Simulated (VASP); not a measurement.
VASP input:

### POSCAR
```
IrO2
1
    4.3957704578     0.0000000000     0.0000000000
   -0.0000000000     4.3957704578     0.0000000000
    0.0000000000     0.0000000000     3.1317807451
Ir O
2 4
Direct
  0.0000000000   0.0000000000   0.0000000000
  0.5000000000   0.5000000000   0.5000000000
  0.3094155130   0.3094155130   0.0000000000
  0.8094155130   0.1905844870   0.5000000000
  0.1905844870   0.8094155130   0.5000000000
  0.6905844870   0.6905844870   1.0000000000
```

INCAR:
```
SYSTEM = IrO2
PREC = Accurate; ENCUT = 620; LREAL = .FALSE.
LASPH = .TRUE.
EDIFF = 1E-6; NELM = 100; ALGO = Normal
LMAXMIX = 6
ISMEAR = 1; SIGMA = 0.1
IBRION = 2; NSW = 40; ISIF = 3
EDIFFG = -0.02; PSTRESS = 100
LWAVE = .FALSE.; LCHARG = .FALSE.
```

File KPOINTS:
```
Automatic mesh
0
Gamma
7 7 10
0 0 0
```

POTCAR, in this order: Ir O (LDA.64 set). Program: vasp_std.

Write an equivalent input for Ansatz.

One equivalent input (not run):
Ansatz 0.2 input:
```yaml
crystal:
  lattice:
    - [4.3957705, 0.0000000, 0.0000000]
    - [0.0000000, 4.3957705, 0.0000000]
    - [0.0000000, 0.0000000, 3.1317807]
  atoms:
    - { symbol: Ir, position: [0.0000000, 0.0000000, 0.0000000] }
    - { symbol: Ir, position: [0.5000000, 0.5000000, 0.5000000] }
    - { symbol: O, position: [0.3094155, 0.3094155, 0.0000000] }
    - { symbol: O, position: [0.8094155, 0.1905845, 0.5000000] }
    - { symbol: O, position: [0.1905845, 0.8094155, 0.5000000] }
    - { symbol: O, position: [0.6905845, 0.6905845, 1.0000000] }
kpoints:
  mp_grid: { grid: [7, 7, 10] }
hamiltonian:
  xc: lda
  pseudopotentials: { kind: paw }
scf:
  occupations: { method: methfessel_paxton, width: 0.1 }
  max_iter: 100
relax:
  max_steps: 40
  f_tol: 0.02
  cell: { p_target: 10 }
output: { forces: true, stress: true, eigenvalues: true }
```
The two are equivalent in intent, not identical: each code has its own PAW files, so the cut-off isn't converted (ENCUT is set for VASP's; basis.ecutwfc is left out, and Ansatz then takes the one that its files recommend); Ansatz stops its SCF on the density residual and VASP on the energy change (EDIFF); Ansatz's lda is the Perdew-Wang form, while the LDA potentials of VASP carry Perdew-Zunger's.

The compound is IrO2 in the rutile structure. It was relaxed first under an external pressure of 10 GPa.
